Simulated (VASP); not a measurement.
NbAs:

```
Nb As
1.0
    -1.72585    1.72585    5.84000
     1.72585   -1.72585    5.84000
     1.72585    1.72585   -5.84000
Nb As
2 2
Cartesian
  0.0000 0.0000 0.0000
  0.0000 1.7258 2.9200
  0.0000 0.0000 4.8589
  1.7259 0.0000 1.9389
```

```yaml
Program: VASP 6.6.1
Task: relaxation of cell and atoms
Functional: LDA
Potentials_or_basis: VASP PAW LDA potentials, release 64 (Nb_sv, As)
Cutoff: 600 eV
k_mesh: 16 × 16 × 16
Occupations: methfessel-paxton, width 0.1 eV
Spin: no spin polarisation
```

At the start: pressure -5.3 GPa; volume 17.39 Å³/atom.

Question: How do energy, volume and symmetry change on relaxing?

Answer: Over 10 steps the energy falls by 10.7 meV/atom and the volume is 16.87 Å³/atom (-3.0 %); space group I4_1md (No. 109, to 0.05 Å).

Step by step:
| step | energy change (eV) | largest force (eV/Å) | pressure (GPa) | volume (Å³) |
| --- | --- | --- | --- | --- |
| 1 | 0.0000 | 0.2771 | -5.25 | 69.58 |
| 2 | 0.0811 | 0.0352 | 11.43 | 63.99 |
| 3 | -0.0392 | 0.1848 | 0.15 | 67.48 |
| 4 | -0.0392 | 0.1826 | 0.27 | 67.44 |
| 5 | -0.0422 | 0.0029 | 0.00 | 67.52 |
| 6 | -0.0422 | 0.0042 | 0.00 | 67.52 |
| 7 | -0.0429 | 0.0014 | -0.11 | 67.53 |
| 8 | -0.0429 | 0.0045 | -0.16 | 67.53 |
| 9 | -0.0429 | 0.0017 | 0.25 | 67.38 |
| 10 | -0.0430 | 0.0029 | 0.01 | 67.47 |

Final structure:
```
CELL_PARAMETERS angstrom
-1.71026 1.71026 5.76640
1.71026 -1.71026 5.76640
1.71026 1.71026 -5.76640
ATOMIC_POSITIONS crystal
Nb 0.99874 0.99874 0.00000
Nb 0.74874 0.24874 0.50000
As 0.41726 0.41726 0.00000
As 0.16726 0.66726 0.50000
```
